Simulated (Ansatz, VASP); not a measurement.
**One calculation of LiZnF3, two programs**

The input INCAR:

```
ALGO     = Normal         # electronic algorithm
EDIFF    = 1E-7           # SCF threshold, eV
EDIFFG   = -0.01          # ionic threshold
ENCUT    = 600            # plane-wave cutoff, eV
GGA      = PE             # functional
IBRION   = 2              # ionic algorithm
ISIF     = 3              # what is computed and relaxed
ISMEAR   = 0              # smearing method
LASPH    = T              # aspherical terms in the spheres
LCHARG   = F              # write CHGCAR
LREAL    = F              # projectors in reciprocal space
LWAVE    = F              # write WAVECAR
NELM     = 100            # most SCF steps
NSW      = 100            # ionic steps
PREC     = Accurate       # precision mode
SIGMA    = 0.02           # smearing width, eV
```

KPOINTS

```
k-points
0
Gamma
  6 6 6
```

File POSCAR:

```
LiZnF3
1.0
    2.6199604661      1.5126348804      4.7225694792
   -2.6199604661      1.5126348804      4.7225694792
    0.0000000000     -3.0252697607      4.7225694792
Li Zn F
2 2 6
Direct
    0.7500000000      0.7500000000      0.7500000000
    0.2500000000      0.2500000000      0.2500000000
    0.5000000000      0.5000000000      0.5000000000
    0.0000000000      0.0000000000      0.0000000000
    0.1038831138      0.7500000000      0.3961168862
    0.7500000000      0.3961168862      0.1038831138
    0.6038831138      0.8961168862      0.2500000000
    0.3961168862      0.1038831138      0.7500000000
    0.8961168862      0.2500000000      0.6038831138
    0.2500000000      0.6038831138      0.8961168862
```

Input for Ansatz:

```yaml
crystal:
  lattice:
    - [2.6199604661, 1.5126348804, 4.7225694792]
    - [-2.6199604661, 1.5126348804, 4.7225694792]
    - [0.0, -3.0252697607, 4.7225694792]
  atoms:
    - { symbol: Li, position: [0.75, 0.75, 0.75] }
    - { symbol: Li, position: [0.25, 0.25, 0.25] }
    - { symbol: Zn, position: [0.5, 0.5, 0.5] }
    - { symbol: Zn, position: [0.0, 0.0, 0.0] }
    - { symbol: F, position: [0.1038831138, 0.75, 0.3961168862] }
    - { symbol: F, position: [0.75, 0.3961168862, 0.1038831138] }
    - { symbol: F, position: [0.6038831138, 0.8961168862, 0.25] }
    - { symbol: F, position: [0.3961168862, 0.1038831138, 0.75] }
    - { symbol: F, position: [0.8961168862, 0.25, 0.6038831138] }
    - { symbol: F, position: [0.25, 0.6038831138, 0.8961168862] }
basis:
  ecutwfc: 420
kpoints:
  mp_grid: { grid: [6, 6, 6] }
hamiltonian:
  xc: pbe
scf:
  occupations: { method: gaussian, width: 0.02 }
output:
  forces: true
  stress: true
  eigenvalues: true
relax:
  adjacent_minimum: "off"
  f_tol: 0.01
  max_steps: 80
  cell: { stress_tol: 0.05 }
```

Change from the starting cell: species swapped into the FeCO3 type (R-3c, No. 167).

Alike in both runs: task relaxation of cell and atoms; functional PBE; k mesh 6 × 6 × 6; occupations gaussian, width 0.02 eV; no spin polarisation.

```csv
,VASP,Ansatz
version,VASP 6.6.1,Ansatz 0.2.0
potentials or method,"VASP PAW PBE potentials, release 64 (Li_sv, Zn, F)","scalar-relativistic, plane waves, PAW"
plane-wave cutoff (eV),600,420
valence electrons in the cell,72,72
```

VASP gave:

```
gap on the k mesh at the Fermi level, each at its own relaxed structure (eV) : 4.15
relaxed volume (Å³/atom)                                                     : 11.25
relaxed cell length with the largest relative difference (Å)                 : 5.611
```

What did Ansatz give for the same quantities?

gap on the k mesh at the Fermi level, each at its own relaxed structure (eV): 4.21; relaxed volume (Å³/atom): 11.24; relaxed cell length with the largest relative difference (Å): 5.611.

Caveats: the cutoff is under 1.25 times the usual one of these potentials, so pressure, stress and relaxed cells hold a basis-set (Pulay) error (VASP). A k mesh can miss the band edges.
